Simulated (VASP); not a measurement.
A convergence study with VASP on CaO (rock salt): one setting is varied, all else stays as given below, so the limit is that of these other settings. The cell's lengths are 1 % over those of the tabulated start and one atom is moved, so it is off equilibrium.

```
CELL_PARAMETERS angstrom
      0.00000     2.42905     2.42905
      2.42905     0.00000     2.42905
      2.42905     2.42905     0.00000
ATOMIC_POSITIONS crystal
  Ca 0.00000 0.00000 0.00000
  O  0.48753 0.51247 0.51247
```

Computed with LDA (Ceperley-Alder, Perdew-Zunger), VASP's LDA PAW potentials (set 64) (plane waves; VASP). The tightest run used: 1000 eV cut-off, 11×11×11 Γ-centred mesh, Gaussian smearing of 0.050 eV, potentials Ca_sv O.

Gaps are read on the run's mesh, which can miss a band edge.

**Question.** The settings run are ENCUT = 250; ENCUT = 350; ENCUT = 450; ENCUT = 550; ENCUT = 650; ENCUT = 700; ENCUT = 750; ENCUT = 800; ENCUT = 850; ENCUT = 1000. From which on does the stress (every component) stay within 0.5 GPa of the tightest run?

**Answer.** From ENCUT = 550 on: it is off by 0.15 there and by no more than 0.5 in any finer run, while ENCUT = 450 is off by 0.91.
| setting | E (eV/atom) | pressure (GPa) | gap on the mesh (eV) | plane waves | difference judged (GPa) |
|---|---|---|---|---|---|
| ENCUT = 250 | -7.2506 | -64.20 | 3.640 | 271 | 55.37 |
| ENCUT = 350 | -7.1004 | -19.36 | 3.531 | 440 | 10.42 |
| ENCUT = 450 | -7.0746 | -9.86 | 3.524 | 632 | 0.91 |
| ENCUT = 550 | -7.0730 | -9.10 | 3.522 | 869 | 0.15 |
| ENCUT = 650 | -7.0746 | -9.23 | 3.524 | 1092 | 0.28 |
| ENCUT = 700 | -7.0753 | -9.21 | 3.525 | 1243 | 0.25 |
| ENCUT = 750 | -7.0756 | -9.14 | 3.525 | 1363 | 0.18 |
| ENCUT = 800 | -7.0758 | -9.06 | 3.525 | 1485 | 0.11 |
| ENCUT = 850 | -7.0759 | -9.01 | 3.525 | 1639 | 0.06 |
| ENCUT = 1000 | -7.0759 | -8.95 | 3.525 | 2085 | 0.00 |

Left out are rungs that failed or repeat a setting and relaxations that didn't move; long series are thinned to 24 rows.

The compound is CaO in the rock salt structure. The cell was not relaxed at this level, it is distorted from the ideal structure.
